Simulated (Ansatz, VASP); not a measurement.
## Cross-check of Si7Mo25 between VASP and Ansatz

Wanted: the spread between two codes on one cell, functional and k mesh. The structure shown is the end of the VASP relaxation below.

Program: Ansatz 0.2.0. Level of theory: plane waves, with VASP 6.6.1 beside it; single point at LDA. Results are calculated unless marked as measured.

### Step 1. The structure

The cell holds 32 atoms: 25 Mo and 7 Si. Its edges and angles: a = 8.349 Å, b = 8.349 Å, c = 8.349 Å, α = 109.5°, β = 109.5°, γ = 109.5°. It derives from SiMo3. Nearest the centre at fractional (0.500, 0.500, 0.500): Mo25 at 0.00 Å, Mo4 at 2.73 Å, Mo17 at 2.73 Å, Mo9 at 2.73 Å, Mo23 at 2.73 Å, Mo21 at 2.73 Å, Mo1 at 2.73 Å, Mo15 at 2.73 Å.

### Step 2. VASP: relaxation, LDA

This run makes the geometry at which the two programs are then compared.

Lines of VASP's logs that name or quote its potential files are left out, and so is its time.

The input, INCAR:

```
SYSTEM = Si7Mo25
PREC = Normal
ENCUT = 300
EDIFF = 1E-05
NELM = 120
ISMEAR = 1
SIGMA = 0.2
LREAL = Auto
ALGO = Fast
GGA = CA
NBANDS = 112
ISPIN = 2
MAGMOM = 0.6 0 0 0.6 0 0 0 0.6 0 0 0 0 0 0 0 0 0 0 0 0 0 0 0 0 0.6 0 0 0 0 0 0 0
LASPH = .TRUE.
LMAXMIX = 4
LORBIT = 11
LWAVE = .FALSE.
LCHARG = .TRUE.
KPAR = 4
NCORE = 2
IBRION = 2
NSW = 50
ISIF = 2
EDIFFG = -0.03
POTIM = 0.4
MAXMIX = 40
ISYM = 2
```

The input, POSCAR:

```
Si7Mo25
1.0
   -4.8200162226      4.8200162226      4.8200162226
    4.8200162226     -4.8200162226      4.8200162226
    4.8200162226      4.8200162226     -4.8200162226
Mo Si
25 7
Direct
    0.3750000000      0.1250000000      0.2500000000
    0.8750000000      0.6250000000      0.2500000000
    0.8750000000      0.1250000000      0.7500000000
    0.3750000000      0.6250000000      0.7500000000
    0.6250000000      0.3750000000      0.2500000000
    0.1250000000      0.8750000000      0.2500000000
    0.1250000000      0.3750000000      0.7500000000
    0.6250000000      0.8750000000      0.7500000000
    0.1250000000      0.2500000000      0.3750000000
    0.6250000000      0.7500000000      0.3750000000
    0.6250000000      0.2500000000      0.8750000000
    0.1250000000      0.7500000000      0.8750000000
    0.2500000000      0.6250000000      0.3750000000
    0.7500000000      0.1250000000      0.3750000000
    0.7500000000      0.6250000000      0.8750000000
    0.2500000000      0.1250000000      0.8750000000
    0.3750000000      0.2500000000      0.6250000000
    0.8750000000      0.7500000000      0.6250000000
    0.8750000000      0.2500000000      0.1250000000
    0.3750000000      0.7500000000      0.1250000000
    0.2500000000      0.3750000000      0.1250000000
    0.7500000000      0.8750000000      0.1250000000
    0.7500000000      0.3750000000      0.6250000000
    0.2500000000      0.8750000000      0.6250000000
    0.5000000000      0.5000000000      0.5000000000
    0.0000000000      0.0000000000      0.5000000000
    0.0000000000      0.5000000000      0.0000000000
    0.5000000000      0.0000000000      0.0000000000
    0.0000000000      0.0000000000      0.0000000000
    0.5000000000      0.5000000000      0.0000000000
    0.5000000000      0.0000000000      0.5000000000
    0.0000000000      0.5000000000      0.5000000000
```

The input, KPOINTS:

```
Automatic mesh
0
Gamma
4 4 4
0 0 0
```

PAW data sets: Mo and Si (LDA family, release 64).

Started as:

```bash
$ mpirun -np 8 vasp_std
```

Numbers of over 12 decimals in the logs are rounded to 6 here.

Log:

```text
[banner, memory and clock lines left out]
running    8 mpi-ranks, on    1 nodes
[...]
LDA part: xc-table for (Slater(with rela. corr.)+CA(PZ))
 , standard interpolation
 POSCAR, INCAR and KPOINTS ok, starting setup
[...]
entering main loop
       N       E                     dE             d eps       ncg     rms          rms(c)
DAV:   1     0.380939640226E+03    0.38094E+03   -0.56203E+04 10752   0.900E+02
DAV:   2    -0.312026314949E+03   -0.69297E+03   -0.65419E+03 12672   0.217E+02
DAV:   3    -0.372532497550E+03   -0.60506E+02   -0.58232E+02 14968   0.526E+01
DAV:   4    -0.374560406940E+03   -0.20279E+01   -0.19946E+01 13984   0.103E+01
[...]
RMM:  15    -0.356630125795E+03   -0.11638E-04   -0.36878E-04 12543   0.362E-02    0.410E-02
RMM:  16    -0.356630129863E+03   -0.40677E-05   -0.11097E-04 11583   0.194E-02    0.203E-02
RMM:  17    -0.356630126854E+03    0.30091E-05   -0.30722E-05  7271   0.114E-02
   1 F= -.35663013E+03 E0= -.35662332E+03  d E =-.356630E+03  mag=     0.0002
[... from here on, the cycles between the ionic steps are left out ...]
   2 F= -.35676600E+03 E0= -.35675690E+03  d E =-.135872E+00  mag=    -0.0002
   3 F= -.35677710E+03 E0= -.35676771E+03  d E =-.146975E+00  mag=     0.0001
   4 F= -.35677718E+03 E0= -.35676778E+03  d E =-.147058E+00  mag=     0.0000
   5 F= -.35678065E+03 E0= -.35677120E+03  d E =-.346603E-02  mag=     0.0000
   6 F= -.35678173E+03 E0= -.35677230E+03  d E =-.454329E-02  mag=    -0.0000
[...]
reached required accuracy - stopping structural energy minimisation
```

From OUTCAR (step 2):

```text
  Total       10.7977249     10.7981515     10.7991909      0.0000000      0.0000000      0.0005466
  in kB       38.6222305     38.6237564     38.6274740      0.0000000      0.0000000      0.0019551
  external PRESSURE =      38.6244870 kB  Pullay stress =       0.0000000 kB

 POSITION                                       TOTAL-FORCE (eV/Angst)
 -----------------------------------------------------------------------------------
     -0.03042      2.41001      1.19469         0.014145      0.000000     -0.021334
      0.01968      2.41001      6.01868         0.009136      0.000000      0.011883
     -0.01968      7.23002      1.19866        -0.009127      0.000000      0.011932
      4.85044      2.41001      1.19469        -0.014128      0.000000     -0.021338
     -0.03043      2.41001      3.62533         0.014208     -0.000000      0.021269
      4.83969     -2.41001      3.62135         0.009141      0.000000     -0.011824
      4.80034      2.41001     -1.19866        -0.009157      0.000000     -0.011913
      4.85045      2.41001      3.62533        -0.014203     -0.000000      0.021323
      2.41001      1.19469     -0.03042         0.000001     -0.021391      0.014144
      2.41001      1.19469      4.85044         0.000002     -0.021389     -0.014215
      2.41001      6.01868      0.01968        -0.000007      0.011866      0.009146
      7.23002      1.19866     -0.01968         0.000007      0.011877     -0.009129
      3.62533     -0.03043      2.41001         0.021381      0.014171      0.000009
     -1.19866      4.80034      2.41001        -0.011796     -0.009132     -0.000002
[...]
-----------------------------------------------------------------------------------
    total drift:                               -0.000005      0.000000     -0.000011

  FREE ENERGIE OF THE ION-ELECTRON SYSTEM (eV)
  ---------------------------------------------------
  free  energy   TOTEN  =      -356.7817278254 eV

  energy  without entropy=     -356.7534537749  energy(sigma->0) =     -356.77230314

 reached required accuracy - stopping structural energy minimisation

 magnetization (x)
# of ion       s       p       d       tot
------------------------------------------
    1        0.000   0.000   0.000   0.000
    2        0.000   0.000   0.000   0.000
    3       -0.000  -0.000  -0.000  -0.000
    4        0.000   0.000   0.000   0.000
    5       -0.000   0.000  -0.000  -0.000
    6       -0.000  -0.000  -0.000  -0.000
    7       -0.000  -0.000  -0.000  -0.000
    8        0.000   0.000   0.000   0.000
    9       -0.000  -0.000  -0.000  -0.000
   10        0.000   0.000   0.000   0.000
   11       -0.000  -0.000   0.000   0.000
   12       -0.000  -0.000  -0.000  -0.000
   13       -0.000  -0.000  -0.000  -0.000
[...]
--------------------------------------------------
tot         -0.000  -0.000  -0.000  -0.000

[... 1 further part left out ...]
```

The data set Mo keeps the semicore shell frozen, which is cheaper and a little less accurate. The run keeps the 2 symmetry operations of its start, so it cannot find a distortion of lower symmetry.

(Part 1 of 2 ends here.)

[Lines on the potential files, build, host, timing and source positions are cut from VASP's logs without a mark.]

[Logs are printed without paths, hosts, clocks, repeated set-up lines and the standing remarks that a program may print on its own settings, such as how far it seeks lower states.]

[Hosts, paths, dates, database ids (printed as entryN), source tags and the programs' standing remarks are cut or masked in the printed files.]
